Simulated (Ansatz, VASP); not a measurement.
# ZnS (Wurtzite-2H) in two plane-wave programs, part 3 of 3

One calculation is typed for both programs; each brings its own data sets. How far apart do they land? The cell is taken from a series of runs on this material, whose earlier steps may have relaxed, scaled, displaced or heated it; both programs get it as it stands.

VASP 6.6.1 and Ansatz 0.2.0.

So far: Starting point; Ansatz: zone-centre phonons, LDA; VASP: zone-centre phonons, LDA.

**3. VASP: zone-centre phonons, LDA (continued)**

Level of this step: LDA; plane waves and PAW (S, Zn) (VASP).

Numbers of over 12 decimals in the logs are rounded to 6 here.

From OUTCAR (step 3):

```text
ion  position               nearest neighbor table
   1  0.333  0.667  0.379-   4 2.26   4 2.26   4 2.26   3 2.26
   2  0.667  0.333  0.879-   3 2.26   3 2.26   3 2.26   4 2.26
   3  0.333  0.667  0.006-   2 2.26   2 2.26   2 2.26   1 2.26
   4  0.667  0.333  0.506-   1 2.26   1 2.26   1 2.26   2 2.26

  LATTYP: Found a hexagonal cell.
 ALAT       =     3.6854536540
 C/A-ratio  =     1.6462022728

 Subroutine GETGRP returns: Found 12 space group operations
 (whereof  6 operations were pure point group operations)

The static configuration has the point symmetry C_3v.
 The point group associated with its full space group is C_6v.

 Found     95 irreducible k-points:

   k-points           NKPTS =     95   k-points in BZ     NKDIM =     95   number of bands    NBANDS=     24

   dimension x,y,z NGX =    28 NGY =   28 NGZ =   48
   dimension x,y,z NGXF=    56 NGYF=   56 NGZF=   96

   ENCUT  =  500.0 eV  36.75 Ry    6.06 a.u.   6.72  6.72 11.06*2*pi/ulx,y,z

   NELECT =      36.0000    total number of electrons

 k-points in reciprocal lattice and weights: Automatic mesh
   0.00000000  0.00000000  0.00000000       0.001
   0.08333333 -0.00000000  0.00000000       0.005
   0.16666667 -0.00000000  0.00000000       0.005
   0.25000000  0.00000000  0.00000000       0.005
   0.33333333 -0.00000000  0.00000000       0.005
   0.41666667 -0.00000000  0.00000000       0.005
   0.50000000  0.00000000  0.00000000       0.003
   0.08333333  0.08333333  0.00000000       0.005
   0.16666667  0.08333333  0.00000000       0.010
[...]
-1.842726827  3.191696489  0.000000000     0.000000000  0.313312999  0.000000000
     0.000000000  0.000000000  6.067002182     0.000000000  0.000000000  0.164826049

 POSITION                                       TOTAL-FORCE (eV/Angst)
 -----------------------------------------------------------------------------------
     -0.00000      2.12780      2.29999        -0.000000     -0.000000     -0.000575
      1.84273      1.06390      5.33349         0.000000      0.000000     -0.000575
     -0.00000      2.12780      0.03581        -0.000000      0.000000      0.000575
      1.84273      1.06390      3.06931         0.000000     -0.000000      0.000575
 -----------------------------------------------------------------------------------
    total drift:                               -0.000000     -0.000001      0.000207

 MACROSCOPIC STATIC DIELECTRIC TENSOR (including local field effects in DFT)
 ------------------------------------------------------
           6.014209     0.000000     0.000000
           0.000000     6.014209     0.000000
          -0.000000    -0.000000     6.155256
 ------------------------------------------------------

 PIEZOELECTRIC TENSOR (including local field effects)  for field in x, y, z        (C/m^2)
          XX          YY          ZZ          XY          YZ          ZX
  --------------------------------------------------------------------------------
  x     0.00000    -0.00000     0.00000     0.00000     0.00000     0.36454
  y     0.00000     0.00000     0.00000     0.00000     0.36453     0.00000
  z     0.33499     0.33499    -0.71289     0.00000     0.00000     0.00000

 BORN EFFECTIVE CHARGES (including local field effects) (in |e|, cummulative output)
 ---------------------------------------------------------------------------------
 ion    1
    1    -1.78525     0.00000    -0.00000
    2     0.00000    -1.78525     0.00000
    3     0.00000     0.00000    -1.89384
 ion    2
    1    -1.78525    -0.00000     0.00000
    2     0.00000    -1.78525     0.00000
    3     0.00000    -0.00000    -1.89384
 ion    3
    1     1.78525    -0.00000     0.00000
    2     0.00000     1.78525     0.00000
    3     0.00000     0.00000     1.89384
 ion    4
    1     1.78525     0.00000     0.00000
    2    -0.00000     1.78525     0.00000
    3     0.00000     0.00000     1.89384

 Eigenvectors and eigenvalues of the dynamical matrix
 ----------------------------------------------------

   1 f  =   11.145337 THz    70.028215 2PiTHz  371.768409 cm-1    46.093387 meV
             X         Y         Z           dx          dy          dz
     -0.000000  2.127798  2.299990    -0.000000    0.000000   -0.688517
      1.842727  1.063899  5.333491     0.000000    0.000000    0.688517
     -0.000000  2.127798  0.035806    -0.000000    0.000000    0.161071
      1.842727  1.063899  3.069307     0.000000   -0.000000   -0.161071

   2 f  =    9.684835 THz    60.851615 2PiTHz  323.051334 cm-1    40.053243 meV
             X         Y         Z           dx          dy          dz
     -0.000000  2.127798  2.299990    -0.603253   -0.000001   -0.000000
      1.842727  1.063899  5.333491     0.603253    0.000001    0.000000
     -0.000000  2.127798  0.035806    -0.368898   -0.000001   -0.000000
      1.842727  1.063899  3.069307     0.368898    0.000001    0.000000

   3 f  =    9.684835 THz    60.851615 2PiTHz  323.051334 cm-1    40.053243 meV
             X         Y         Z           dx          dy          dz
     -0.000000  2.127798  2.299990     0.000001   -0.603253   -0.000000
      1.842727  1.063899  5.333491    -0.000001    0.603253   -0.000000
     -0.000000  2.127798  0.035806     0.000001   -0.368898   -0.000000
      1.842727  1.063899  3.069307    -0.000001    0.368898    0.000000

   4 f  =    9.464402 THz    59.466593 2PiTHz  315.698477 cm-1    39.141605 meV
             X         Y         Z           dx          dy          dz
     -0.000000  2.127798  2.299990    -0.578955    0.000006   -0.000000
      1.842727  1.063899  5.333491    -0.578955    0.000006    0.000000
     -0.000000  2.127798  0.035806     0.405970   -0.000004   -0.000000
      1.842727  1.063899  3.069307     0.405970   -0.000004    0.000000

   5 f  =    9.464402 THz    59.466593 2PiTHz  315.698477 cm-1    39.141605 meV
             X         Y         Z           dx          dy          dz
     -0.000000  2.127798  2.299990     0.000006    0.578955    0.000000
      1.842727  1.063899  5.333491     0.000006    0.578955    0.000000
     -0.000000  2.127798  0.035806    -0.000004   -0.405970    0.000000
      1.842727  1.063899  3.069307    -0.000004   -0.405970    0.000000

   6 f  =    9.399292 THz    59.057494 2PiTHz  313.526638 cm-1    38.872331 meV
             X         Y         Z           dx          dy          dz
     -0.000000  2.127798  2.299990     0.000000    0.000000   -0.579446
      1.842727  1.063899  5.333491    -0.000000    0.000000   -0.579446
     -0.000000  2.127798  0.035806     0.000000    0.000000    0.405268
      1.842727  1.063899  3.069307     0.000000    0.000000    0.405268

   7 f  =    6.223791 THz    39.105235 2PiTHz  207.603337 cm-1    25.739522 meV
             X         Y         Z           dx          dy          dz
     -0.000000  2.127798  2.299990    -0.000000   -0.000000   -0.161071
      1.842727  1.063899  5.333491     0.000000   -0.000000    0.161071
     -0.000000  2.127798  0.035806    -0.000000   -0.000000   -0.688517
      1.842727  1.063899  3.069307    -0.000000   -0.000000    0.688517

   8 f  =    1.984564 THz    12.469384 2PiTHz   66.197935 cm-1     8.207494 meV
             X         Y         Z           dx          dy          dz
     -0.000000  2.127798  2.299990     0.368898    0.000055   -0.000000
      1.842727  1.063899  5.333491    -0.368898   -0.000055    0.000000
     -0.000000  2.127798  0.035806    -0.603253   -0.000090   -0.000000
      1.842727  1.063899  3.069307     0.603253    0.000090    0.000000

   9 f  =    1.984564 THz    12.469384 2PiTHz   66.197935 cm-1     8.207494 meV
             X         Y         Z           dx          dy          dz
     -0.000000  2.127798  2.299990    -0.000055    0.368898    0.000000
      1.842727  1.063899  5.333491     0.000055   -0.368898   -0.000000
     -0.000000  2.127798  0.035806     0.000090   -0.603253   -0.000000
      1.842727  1.063899  3.069307    -0.000090    0.603253    0.000000

  10 f/i=    0.005467 THz     0.034350 2PiTHz    0.182357 cm-1     0.022609 meV
             X         Y         Z           dx          dy          dz
     -0.000000  2.127798  2.299990     0.000000   -0.000000   -0.405268
      1.842727  1.063899  5.333491     0.000000   -0.000000   -0.405268
     -0.000000  2.127798  0.035806    -0.000000   -0.000000   -0.579446
      1.842727  1.063899  3.069307    -0.000000   -0.000000   -0.579446

  11 f/i=    0.005967 THz     0.037492 2PiTHz    0.199037 cm-1     0.024677 meV
             X         Y         Z           dx          dy          dz
     -0.000000  2.127798  2.299990     0.152620   -0.376190   -0.000000
      1.842727  1.063899  5.333491     0.152620   -0.376190    0.000000
     -0.000000  2.127798  0.035806     0.217652   -0.536485    0.000000
      1.842727  1.063899  3.069307     0.217652   -0.536485    0.000000

  12 f/i=    0.005967 THz     0.037492 2PiTHz    0.199037 cm-1     0.024677 meV
             X         Y         Z           dx          dy          dz
     -0.000000  2.127798  2.299990    -0.376190   -0.152620    0.000000
      1.842727  1.063899  5.333491    -0.376190   -0.152620   -0.000000
     -0.000000  2.127798  0.035806    -0.536485   -0.217652    0.000000
      1.842727  1.063899  3.069307    -0.536485   -0.217652    0.000000

 MACROSCOPIC STATIC DIELECTRIC TENSOR IONIC CONTRIBUTION
 ------------------------------------------------------
           2.048697    -0.000000     0.000000
          -0.000000     2.048697    -0.000000
           0.000000    -0.000000     2.339597
 ------------------------------------------------------

 ELASTIC MODULI CONTR FROM IONIC RELAXATION (kBar)
 Direction    XX          YY          ZZ          XY          YZ          ZX
 --------------------------------------------------------------------------------
 XX        -504.5586    190.8727    285.0778      0.0000      0.0000     -0.0000
 YY         190.8727   -504.5586    285.0778     -0.0000      0.0000      0.0000
 ZZ         285.0778    285.0778   -518.1575     -0.0000     -0.0000      0.0000
 XY           0.0000     -0.0000     -0.0000   -347.7156     -0.0000      0.0000
 YZ          -0.0000      0.0000     -0.0000     -0.0000   -141.5893      0.0000
 ZX          -0.0000      0.0000      0.0000     -0.0000      0.0000   -158.5748
 --------------------------------------------------------------------------------

 PIEZOELECTRIC TENSOR IONIC CONTR  for field in x, y, z        (C/m^2)
          XX          YY          ZZ          XY          YZ          ZX
  --------------------------------------------------------------------------------
  x    -0.00000     0.00000     0.00000    -0.00000     0.00000    -0.53633
  y    -0.00000     0.00000    -0.00000    -0.00000    -0.50679     0.00000
  z    -0.57000    -0.57000     1.03603     0.00000     0.00000    -0.00000
```

**4. Differences**

Known differences besides the potentials themselves: the two LDA forms differ slightly; fixed occupations in Ansatz, narrow Gaussian smearing in VASP; VASP's response is taken on the typed mesh, Ansatz refines its own for the field response alone; the cutoff is 420 eV in Ansatz and 500 eV in VASP; VASP's log shows a relativistic correction to its local exchange, Ansatz's none. Total energies have different zeros and are not compared.

The two programs side by side:

| quantity | Ansatz | VASP | difference |
| --- | --- | --- | --- |
| ε∞ xx | 6.06 | 6.01 | +0.80 % |
| ε∞ yy | 6.06 | 6.01 | +0.80 % |
| ε∞ zz | 6.21 | 6.16 | +0.87 % |
| Born charge of S1 (mean of the diagonal) (e) | -1.81 | -1.82 | +0.01 |
| Born charge of Zn3 (mean of the diagonal) (e) | 1.81 | 1.82 | -0.01 |
| optical mode 1 to 2 (cm⁻¹) | 65.7 | 66.2 | -0.78 % |
| optical mode 3 (cm⁻¹) | 207.7 | 207.6 | +0.03 % |
| optical mode 4 (cm⁻¹) | 311.8 | 313.5 | -0.56 % |
| optical mode 5 to 6 (cm⁻¹) | 313.8 | 315.7 | -0.59 % |
| optical mode 7 to 8 (cm⁻¹) | 321.3 | 323.1 | -0.55 % |
| optical mode 9 (cm⁻¹) | 370.2 | 371.8 | -0.42 % |

Modes are paired by rising frequency, not by their patterns, so a pair may set unlike modes beside each other; they are those without the splitting of longitudinal modes.

**5. Outcome**

```json
{"r.m.s. difference of the optical zone-centre modes, each program's sorted by frequency (zone-centre phonons, LDA)": "1.5 cm⁻¹", "difference in ε∞ zz (zone-centre phonons, LDA)": "+0.9 %"}
```

The r.m.s. difference of the optical zone-centre modes, each program's sorted by frequency is 1.5 cm⁻¹ (zone-centre phonons, LDA). Among the rows given in per cent, the largest difference of the zone-centre phonons, LDA pair is in ε∞ zz, +0.9 %. How closely two codes agree says nothing of how well the functional describes the real material.

[Lines on the potential files, build, host, timing and source positions are cut from VASP's logs without a mark.]

[Logs are printed without paths, hosts, clocks, repeated set-up lines and the standing remarks that a program may print on its own settings, such as how far it seeks lower states.]

[Hosts, paths, dates, database ids (printed as entryN), source tags and the programs' standing remarks are cut or masked in the printed files.]
